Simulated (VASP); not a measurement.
Here is the system:

```
Mg2Sn
1.0
    0.00000     3.32591     3.32591
    3.32591     0.00000     3.32591
    3.32591     3.32591     0.00000
Mg Sn
2 1
Direct
  0.25000   0.25000   0.25000
  0.75000   0.75000   0.75000
  0.00000   0.00000   0.00000
```

Calculation: LDA (Ceperley-Alder, Perdew-Zunger), VASP's LDA PAW potentials (set 64) (plane waves; VASP 6.6.1). Run with 400 eV cut-off, 7×7×7 Γ-centred mesh, first-order Methfessel-Paxton smearing of 0.10 eV, potentials Mg Sn_d.

Unless said otherwise, spin-orbit coupling is left out, though it shifts the bands of the heavy elements here.

Question: What does the run give for the energy per atom (σ→0), band gap (on the k-mesh) with the smallest direct gap where there is one?

Answer: 
The band gap (on the k-mesh) is none (metal, semimetal or under 0.01 eV) and the energy per atom (σ→0) is -2.975 eV/atom.

Only differences to runs with the same potentials and settings are physical.

The structure comes from a computed database's Mg2Sn entry (Fm-3m); how it stands against other phases isn't given here. It was relaxed first. The start is the result of an earlier pass.
